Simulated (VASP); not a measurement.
Ca2ZrN2, 5 atoms in the cell. It takes space group P-3m1 (No. 164, trigonal). Conventional cell: a = 3.366 Å, b = 3.366 Å, c = 8.902 Å, α = 90.00°, β = 90.00°, γ = 120.00°. Around Ca (site symmetry 3m) lie 3 N at 2.43 Å. Zr (site symmetry -3m) is surrounded by 6 N at 2.31 Å. N (site symmetry 3m) has 3 Zr at 2.31 Å and 3 Ca at 2.43 Å as nearest neighbours. The cell was built by a generator and needn't be a form met in nature.

```yaml
Program: VASP 6.6.1
Task: density of states
Functional: PBE
Potentials_or_basis: VASP PAW PBE potentials, release 64 (Ca_sv, Zr_sv, N)
Cutoff: 520 eV
k_mesh: 10 × 10 × 4
Occupations: gaussian, width 0.1 eV
Spin: no spin polarisation
k_mesh_for_the_DOS: 15 × 15 × 6
Occupations_for_the_DOS: tetrahedron
Further_INCAR_settings: ALGO = Normal; EDIFF = 1e-07; NBANDS = 29
```

Potentials or basis: VASP PAW PBE potentials, release 64 (Ca_sv, Zr_sv, N).

Command:

```sh
$ cat potpaw_PBE.64/Ca_sv/POTCAR potpaw_PBE.64/Zr_sv/POTCAR potpaw_PBE.64/N/POTCAR > POTCAR
$ cp INCAR.step1 INCAR
$ cp KPOINTS.step1 KPOINTS
$ mpirun -np 4 vasp_std > vasp.out
$ cp INCAR.step2 INCAR
$ cp KPOINTS.step2 KPOINTS
$ mpirun -np 4 vasp_std > vasp.out
```

Hardware: 4 MPI ranks on Intel(R) Xeon(R) Platinum 8259CL CPU @ 2.50GHz (Skylake/Cascade Lake), with other jobs on the host.

**Question.** Estimate the wall time of this run.

**Answer.** Wall time 100 s on 4 MPI ranks on Intel(R) Xeon(R) Platinum 8259CL CPU @ 2.50GHz (Skylake/Cascade Lake), with other jobs on the host, peak memory 0.48 GiB a rank. Counts: scf iterations 9, k points 146.
